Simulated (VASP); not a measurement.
Runs of VASP 6.6.1 on P3W4. The structure is cubic, space group Pm-3m (No. 221). Conventional cell: a = 4.829 Å, b = 4.829 Å, c = 4.829 Å, α = 90.00°, β = 90.00°, γ = 90.00°. P (site symmetry 4/mmm) has 6 W at 2.41 Å as nearest neighbours. W (site symmetry m-3m) is surrounded by 6 P at 2.41 Å. Around W (site symmetry 4/mmm) lie 4 P at 2.41 Å. The cell was built by a generator and needn't be a form met in nature.

| task | level | potentials or basis | cell | cutoff (eV) | smearing | gap on the mesh (eV) | pressure (GPa) |
| --- | --- | --- | --- | --- | --- | --- | --- |
| relaxation of the atoms | RPBE | VASP PAW PBE potentials, release 64 (P, W_sv) | atoms relaxed | 520 | gaussian 0.05 eV | none | 2.7 |
| electron localisation function | BLYP+D3(BJ) | VASP PAW PBE potentials, release 64 (P_h, W_sv) | as given | 900 | gaussian 0.05 eV | none | (a) |
| single point | PBE | VASP PAW PBE potentials, release 64 (P, W_sv) | as given | 520 | fermi-dirac 0.05 eV | none | 0.1 |
| relaxation of cell and atoms | PBE | VASP PAW PBE potentials, release 64 (P, W_sv) | relaxed | 600 | gaussian 0.05 eV | none | 0.2 |

Alike in all rows: no spin polarisation; k mesh 6 × 6 × 6.

**Question.** Estimate the missing entries.

**Answer.** (a) -3.3.

Caveats: the relaxation stopped at its first step, so nothing moved (some runs); the PAW data sets were made with another functional, which shifts forces and pressure a little (some runs); pairwise dispersion overbinds metals, which lowers pressure and volume (some runs).

A k mesh can miss the band edges, and the runs leave out spin-orbit coupling on W.

A gap of «none» marks a metal or a gap under the smearing width.
